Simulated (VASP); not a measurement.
# KScS2 (P4/mmm) in VASP: settings compared

Aim: see how the results for KScS2 move with the level of theory and the settings. Levels: PBE, r2SCAN. Tasks: single point.

Program: VASP 6.6.1. These are calculated values, not measurements. Logs are shortened: lines on timing, memory, paths and dates and some standing lists are left out, and cuts for length are marked.

### Step 1. The structure

Symmetry: P4/mmm, No. 123, tetragonal system. Conventional cell: a = 4.035 Å, b = 4.035 Å, c = 5.465 Å, α = 90.00°, β = 90.00°, γ = 90.00°. K (site symmetry 4/mmm) is surrounded by 6 S at 2.73 to 2.85 Å. S (site symmetry 4/mmm) has 2 K at 2.73 Å and 4 Sc at 2.85 Å as nearest neighbours. S (site symmetry 4/mmm) is surrounded by 2 Sc at 2.73 Å and 4 K at 2.85 Å. Around Sc (site symmetry 4/mmm) lie 6 S at 2.73 to 2.85 Å.

The cell was built by a generator and needn't be a form met in nature.

### Step 2. Single point, PBE

Contents of INCAR:

```
ALGO     = Normal         # electronic algorithm
EDIFF    = 1E-6           # SCF threshold, eV
ENCUT    = 520            # plane-wave cutoff, eV
GGA      = PE             # functional
ISIF     = 2              # what is computed and relaxed
ISMEAR   = -1             # smearing method
LASPH    = T              # aspherical terms in the spheres
LCHARG   = F              # write CHGCAR
LREAL    = F              # projectors in reciprocal space
LWAVE    = F              # write WAVECAR
NBANDS   = 24             # bands
NELM     = 100            # most SCF steps
PREC     = Accurate       # precision mode
SIGMA    = 0.02           # smearing width, eV
```

Contents of KPOINTS:

```
k-points
0
Gamma
  6 6 4
```

Contents of POSCAR:

```
KScS2
1.0
    4.0352596641      0.0000000000      0.0000000000
    0.0000000000      4.0352596641      0.0000000000
    0.0000000000      0.0000000000      5.4654928633
K S Sc
1 2 1
Direct
    0.0000000000      0.0000000000      0.0000000000
    0.0000000000      0.0000000000      0.5000000000
    0.5000000000      0.5000000000      0.0000000000
    0.5000000000      0.5000000000      0.5000000000
```

Potentials or basis: VASP PAW PBE potentials, release 64 (K_sv, S, Sc_sv).

On the command line:

```console
> cat potpaw_PBE.64/K_sv/POTCAR potpaw_PBE.64/S/POTCAR potpaw_PBE.64/Sc_sv/POTCAR > POTCAR
> mpirun -np 1 vasp_std > vasp.out
```

OUTCAR:

```text
EDIFF = 1E-6
   ENCUT = 520
   GGA = PE
   ISIF = 2
   ISMEAR = -1
   LASPH = T
   LREAL = F
   NELM = 100
   PREC = Accurate

 ion  position               nearest neighbor table
   1  0.000  0.000  0.000-   2 2.73   2 2.73   3 2.85   3 2.85   3 2.85   3 2.85
   2  0.000  0.000  0.500-   1 2.73   1 2.73   4 2.85   4 2.85   4 2.85   4 2.85
   3  0.500  0.500  0.000-   4 2.73   4 2.73   1 2.85   1 2.85   1 2.85   1 2.85
   4  0.500  0.500  0.500-   3 2.73   3 2.73   2 2.85   2 2.85   2 2.85   2 2.85

  LATTYP: Found a simple tetragonal cell.
 ALAT       =     4.0352596641
 C/A-ratio  =     1.3544339939

  Lattice vectors:

 A1 = (   4.0352596641,   0.0000000000,   0.0000000000)
 A2 = (   0.0000000000,   4.0352596641,   0.0000000000)
 A3 = (   0.0000000000,   0.0000000000,   5.4654928633)

Analysis of symmetry for initial positions (statically):
=====================================================================
 Subroutine PRICEL returns:
 Original cell was already a primitive cell.

 Routine SETGRP: Setting up the symmetry group for a
 simple tetragonal supercell.

 Subroutine GETGRP returns: Found 16 space group operations
 (whereof 16 operations were pure point group operations)
 out of a pool of 16 trial point group operations.

The static configuration has the point symmetry D_4h.

Analysis of symmetry for dynamics (positions and initial velocities):
=====================================================================
 Subroutine PRICEL returns:
 Original cell was already a primitive cell.

 Routine SETGRP: Setting up the symmetry group for a
 simple tetragonal supercell.

 Subroutine GETGRP returns: Found 16 space group operations
 (whereof 16 operations were pure point group operations)
 out of a pool of 16 trial point group operations.

The dynamic configuration has the point symmetry D_4h.

 Subroutine INISYM returns: Found 16 space group operations
 (whereof 16 operations are pure point group operations),
 and found     1 'primitive' translations

----------------------------------------------------------------------------------------

                                     Primitive cell

  volume of cell :      88.9964

  direct lattice vectors                    reciprocal lattice vectors
     4.035259664  0.000000000  0.000000000     0.247815527  0.000000000  0.000000000
     0.000000000  4.035259664  0.000000000     0.000000000  0.247815527  0.000000000
     0.000000000  0.000000000  5.465492863     0.000000000  0.000000000  0.182966116

  length of vectors
     4.035259664  4.035259664  5.465492863     0.247815527  0.247815527  0.182966116

  position of ions in fractional coordinates (direct lattice)
     0.000000000  0.000000000  0.000000000
     0.000000000  0.000000000  0.500000000
     0.500000000  0.500000000  0.000000000
     0.500000000  0.500000000  0.500000000

  ion indices of the primitive-cell ions
   primitive index   ion index
                 1           1
                 2           2
                 3           3
                 4           4

----------------------------------------------------------------------------------------

 KPOINTS: k-points

Automatic generation of k-mesh.
 Grid dimensions read from file:
 generate k-points for:    6    6    4

 Generating k-lattice:

  Cartesian coordinates                     Fractional coordinates (reciprocal lattice)
     0.041302588  0.000000000  0.000000000     0.166666667  0.000000000  0.000000000
     0.000000000  0.041302588  0.000000000     0.000000000  0.166666667  0.000000000
     0.000000000  0.000000000  0.045741529     0.000000000  0.000000000  0.250000000

  Length of vectors
     0.041302588  0.041302588  0.045741529

  Shift w.r.t. Gamma in fractional coordinates (k-lattice)
     0.000000000  0.000000000  0.000000000

 Subroutine IBZKPT returns following result:
 ===========================================

 Found     30 irreducible k-points:

 Following reciprocal coordinates:
            Coordinates               Weight
  0.000000  0.000000  0.000000      1.000000
  0.166667  0.000000  0.000000      4.000000
  0.333333  0.000000  0.000000      4.000000
  0.500000  0.000000  0.000000      2.000000
  0.166667  0.166667  0.000000      4.000000
  0.333333  0.166667  0.000000      8.000000
[... 16 lines left out ...]
  0.333333  0.000000  0.500000      4.000000
  0.500000  0.000000  0.500000      2.000000
 [... further k-points ...]
   k-points           NKPTS =     30   k-points in BZ     NKDIM =     30   number of bands    NBANDS=     24
   number of dos      NEDOS =    301   number of ions     NIONS =      4
   total plane-waves  NPLWV =  37800
   dimension x,y,z NGX =    30 NGY =   30 NGZ =   42
   dimension x,y,z NGXF=    60 NGYF=   60 NGZF=   84
   ions per type =               1   2   1
   NGX,Y,Z   is equivalent  to a cutoff of  12.36, 12.36, 12.78 a.u.
   NGXF,Y,Z  is equivalent  to a cutoff of  24.72, 24.72, 25.55 a.u.
 SYSTEM =  unknown system
   PREC   = accura    normal or accurate (medium, high low for compatibility)
   ISTART =      0    job   : 0-new  1-cont  2-samecut
   ICHARG =      2    charge: 1-file 2-atom 10-const
   ISPIN  =      1    spin polarized calculation?
   LNONCOLLINEAR =      F non collinear calculations
   LSORBIT =      F    spin-orbit coupling
   LASPH  =      T    aspherical Exc in radial PAW
   ENCUT  =  520.0 eV  38.22 Ry    6.18 a.u.   7.50  7.50 10.16*2*pi/ulx,y,z
   NELM   =    100;   NELMIN=  2; NELMDL= -5     # of ELM steps
   EDIFF  = 0.1E-05   stopping-criterion for ELM
   LREAL  =      F    real-space projection
   EDIFFG = 0.1E-04   stopping-criterion for IOM
   NSW    =      0    number of steps for IOM
   IBRION =     -1    ionic relax: 0-MD 1-quasi-New 2-CG
   NFREE  =      0    steps in history (QN), initial steepest desc. (CG)
   ISIF   =      2    stress and relaxation
   ISYM   =      2    0-nonsym 1-usesym 2-fastsym
   POTIM  = 0.5000    time-step for ionic-motion
   TEBEG  =    0.0;   TEEND  =   0.0 temperature during run
   PSTRESS=    0.0 pullay stress
   NELECT =      32.0000    total number of electrons
   NUPDOWN=      -1.0000    fix difference up-down
   EMIN   =  10.00;   EMAX   =-10.00  energy-range for DOS
   EFERMI =   0.00;   METHOD = LEGACY
   ISMEAR =    -1;   SIGMA  =   0.02  broadening in eV -4-tet -1-fermi 0-gaus
   EFERMI_NEDOS =   21; number of points for ismear=-14 and -15
   IALGO  =     38    algorithm
   IMIX   =      4    mixing-type and parameters
     AMIX     =   0.40;   BMIX     =  1.00
     AMIX_MAG =   1.60;   BMIX_MAG =  1.00
  volume/ion in A,a.u.               =      22.25       150.14
  Fermi-wavevector in a.u.,A,eV,Ry     =   1.164128  2.199883 18.438533  1.355194
  Thomas-Fermi vector in A             =   2.300670
   LORBIT       =      0    0 simple, 1 ext, 2 COOP (PROOUT), +10 PAW based schemes
   GGA     = PE    functional components
[... 5 lines left out ...]
 non-spin polarized calculation
  energy-cutoff  :      520.00
  volume of cell :       89.00
 maximum number of plane-waves:      2419
   NGX = 15   NGY = 15   NGZ = 21

 number of electron      32.0000002 magnetization

 Free energy of the ion-electron system (eV)
  ---------------------------------------------------
  ext. energy  EPLUGINS =         0.00000000
  ---------------------------------------------------
  free energy    TOTEN  =       -20.46710888 eV

  energy without entropy =      -20.46648599  energy(sigma->0) =      -20.46679744

 E-fermi :   2.9284     XC(G=0):  -9.4646

 val. band max:        2.9031798826   @ k =   0.0000   0.0000   0.0000
 cond. band min:       2.9467003120   @ k =   0.0000   0.0000   0.0000
 fundamental gap:      0.0435204294
 Fermi energy:         2.9283635148

 k-point     1 :       0.0000    0.0000    0.0000
  band No.  band energies     occupation
      1     -47.7586      2.00000
      2     -26.3631      2.00000
      3     -26.3631      2.00000
      4     -26.1808      2.00000
      5     -24.8877      2.00000
      6      -9.3851      2.00000
[... 16 lines left out ...]
     23       8.0450      0.00000
     24      10.1012      0.00000

 k-point     2 :       0.1667    0.0000    0.0000
  band No.  band energies     occupation
      1     -47.7584      2.00000
      2     -26.3692      2.00000
      3     -26.3625      2.00000
      4     -26.1803      2.00000
      5     -24.8833      2.00000
      6      -9.3401      2.00000
[... 16 lines left out ...]
     23       8.5394      0.00000
     24      10.0257      0.00000

 k-point     3 :       0.3333    0.0000    0.0000
  band No.  band energies     occupation
      1     -47.7578      2.00000
      2     -26.3811      2.00000
      3     -26.3611      2.00000
      4     -26.1795      2.00000
      5     -24.8744      2.00000
      6      -9.4606      2.00000
[... 16 lines left out ...]
     23       9.3213      0.00000
     24       9.5523      0.00000

 k-point     4 :       0.5000    0.0000    0.0000
  band No.  band energies     occupation
      1     -47.7576      2.00000
      2     -26.3871      2.00000
      3     -26.3605      2.00000
      4     -26.1790      2.00000
      5     -24.8700      2.00000
      6      -9.5876      2.00000
[... 16 lines left out ...]
     23       9.0323      0.00000
     24      10.1142      0.00000

 k-point     5 :       0.1667    0.1667    0.0000
  band No.  band energies     occupation
      1     -47.7581      2.00000
      2     -26.3688      2.00000
      3     -26.3678      2.00000
      4     -26.1799      2.00000
      5     -24.8791      2.00000
      6      -9.3096      2.00000
[... 451 lines left out ...]
 k-point    22 :       0.1667    0.0000    0.5000
  band No.  band energies     occupation
      1     -47.7584      2.00000
      2     -26.3690      2.00000
      3     -26.3624      2.00000
      4     -26.1828      2.00000
      5     -24.8809      2.00000
      6     -10.0761      2.00000
[... 16 lines left out ...]
     23       8.9505      0.00000
     24       9.7537      0.00000

 k-point    23 :       0.3333    0.0000    0.5000
  band No.  band energies     occupation
      1     -47.7578      2.00000
      2     -26.3809      2.00000
      3     -26.3611      2.00000
      4     -26.1816      2.00000
      5     -24.8728      2.00000
      6      -9.9599      2.00000
[... 16 lines left out ...]
     23       8.4935      0.00000
     24      10.4195      0.00000

 k-point    24 :       0.5000    0.0000    0.5000
  band No.  band energies     occupation
      1     -47.7576      2.00000
      2     -26.3867      2.00000
      3     -26.3604      2.00000
      4     -26.1810      2.00000
      5     -24.8687      2.00000
      6      -9.9003      2.00000
[... 16 lines left out ...]
     23       8.1763      0.00000
     24       9.8134      0.00000

 [... further k-points ...]

------------------------ aborting loop because EDIFF is reached ----------------------------------------

  FORCE on cell =-STRESS in cart. coord.  units (eV):
  Direction    XX          YY          ZZ          XY          YZ          ZX
  --------------------------------------------------------------------------------------
  -------------------------------------------------------------------------------------
  Total        0.4246083      0.4246083      0.5398570      0.0000000      0.0000000      0.0000000
  in kB        7.6441066      7.6441066      9.7188977      0.0000000      0.0000000      0.0000000
  external PRESSURE =       8.3357036 kB  Pullay stress =       0.0000000 kB

 VOLUME and BASIS-vectors are now :
 -----------------------------------------------------------------------------
  energy-cutoff  :      520.00
  volume of cell :       89.00
      direct lattice vectors                 reciprocal lattice vectors
     4.035259664  0.000000000  0.000000000     0.247815527  0.000000000  0.000000000
     0.000000000  4.035259664  0.000000000     0.000000000  0.247815527  0.000000000
     0.000000000  0.000000000  5.465492863     0.000000000  0.000000000  0.182966116

 POSITION                                       TOTAL-FORCE (eV/Angst)
 -----------------------------------------------------------------------------------
      0.00000      0.00000      0.00000         0.000000      0.000000      0.000000
      0.00000      0.00000      2.73275         0.000000      0.000000      0.000000
      2.01763      2.01763      0.00000         0.000000      0.000000      0.000000
      2.01763      2.01763      2.73275         0.000000      0.000000      0.000000
 -----------------------------------------------------------------------------------
    total drift:                                0.000000      0.000000      0.000000

  FREE ENERGIE OF THE ION-ELECTRON SYSTEM (eV)
  ---------------------------------------------------
  free  energy   TOTEN  =       -20.4671088841 eV

  energy  without entropy=      -20.4664859862  energy(sigma->0) =      -20.46679744
```

Wall time 82 s (1 thread of AMD EPYC 7R13 (Zen 3), shared host); peak memory 0.19 GiB.

Results:

| Property | Result |
| --- | --- |
| Free energy | -20.4671 eV |
| Pressure | 0.8 GPa |
| Band gap on the k mesh | 0.04 eV, direct |

Levels at points of the mesh, in eV from the valence-band top:
```
           k point  band 14  band 15  band 16  band 17  band 18  band 19
(0.00, 0.00, 0.00)    -0.37     0.00     0.00     0.04     1.06     1.33
(0.50, 0.00, 0.00)    -1.88    -1.46    -0.80     1.51     1.72     1.90
(0.50, 0.50, 0.00)    -0.78    -0.54    -0.54     0.58     0.58     1.73
(0.00, 0.00, 0.50)    -1.92    -0.51    -0.51     0.11     1.07     1.93
(0.50, 0.00, 0.50)    -2.43    -1.12    -1.05     1.75     2.16     2.25
(0.50, 0.50, 0.50)    -1.84    -1.29    -1.29     1.89     1.89     1.90
```

A k mesh can miss the band edges. A hybrid or GW would open this gap; PBE tends to underestimate it.

### Step 3. Single point, r2SCAN

POSCAR is that of step 2.

Contents of INCAR.step1:

```
SYSTEM = KScS2
ALGO     = Normal         ! electronic algorithm
EDIFF    = 1E-4           ! SCF threshold, eV
ENCUT    = 520            ! plane-wave cutoff, eV
GGA      = PE             ! functional
ISMEAR   = -1             ! smearing method
LASPH    = .True.         ! aspherical terms in the spheres
LCHARG   = .False.        ! write CHGCAR
LREAL    = .False.        ! projectors in reciprocal space
LWAVE    = .True.         ! write WAVECAR
NBANDS   = 24             ! bands
NELM     = 100            ! most SCF steps
PREC     = Accurate       ! precision mode
SIGMA    = 0.02           ! smearing width, eV
```

Contents of INCAR.step2:

```
SYSTEM = KScS2
ALGO     = Normal         ! electronic algorithm
EDIFF    = 1E-6           ! SCF threshold, eV
ENCUT    = 520            ! plane-wave cutoff, eV
ISIF     = 2              ! what is computed and relaxed
ISMEAR   = -1             ! smearing method
ISTART   = 1            
LASPH    = .True.         ! aspherical terms in the spheres
LCHARG   = .False.        ! write CHGCAR
LMIXTAU  = .True.       
LREAL    = .False.        ! projectors in reciprocal space
LWAVE    = .False.        ! write WAVECAR
METAGGA  = R2SCAN         ! meta-GGA
NBANDS   = 24             ! bands
NELM     = 100            ! most SCF steps
PREC     = Accurate       ! precision mode
SIGMA    = 0.02           ! smearing width, eV
```

Contents of KPOINTS:

```
k-points
0
Gamma
  6 6 4
  0 0 0
```

Potentials or basis: VASP PAW PBE potentials, release 64 (K_sv, S, Sc_sv).

On the command line:

```console
> cat potpaw_PBE.64/K_sv/POTCAR potpaw_PBE.64/S/POTCAR potpaw_PBE.64/Sc_sv/POTCAR > POTCAR
> cp INCAR.step1 INCAR
> mpirun -np 1 vasp_std > vasp.out
> cp INCAR.step2 INCAR
> mpirun -np 1 vasp_std > vasp.out
```

It took 3.5 min on 1 thread of AMD EPYC 7R13 (Zen 3), shared host; peak memory 0.2 GiB.

It converged, with:

```yaml
Free_energy: -39.3246 eV
Pressure: 0.2 GPa
Band_gap_on_the_k_mesh: 0.26 eV, direct
```

Stress tensor (GPa, compression positive):
```
0.18 0.00 0.00
0.00 0.18 0.00
0.00 0.00 0.33
```

Levels at points of the mesh, in eV from the valence-band top:
| k point | band 14 | band 15 | band 16 | band 17 | band 18 | band 19 |
| --- | --- | --- | --- | --- | --- | --- |
| (0.00, 0.00, 0.00) | -0.43 | 0.00 | 0.00 | 0.26 | 1.22 | 1.56 |
| (0.50, 0.00, 0.00) | -1.88 | -1.51 | -0.81 | 1.74 | 1.95 | 2.12 |
| (0.50, 0.50, 0.00) | -0.84 | -0.56 | -0.56 | 0.81 | 0.81 | 1.92 |
| (0.00, 0.00, 0.50) | -2.07 | -0.50 | -0.50 | 0.33 | 1.23 | 2.26 |
| (0.50, 0.00, 0.50) | -2.56 | -1.15 | -1.05 | 2.00 | 2.41 | 2.50 |
| (0.50, 0.50, 0.50) | -1.90 | -1.29 | -1.29 | 2.12 | 2.12 | 2.12 |

Caveat: the PAW data sets were made with another functional, which shifts forces and pressure a little.
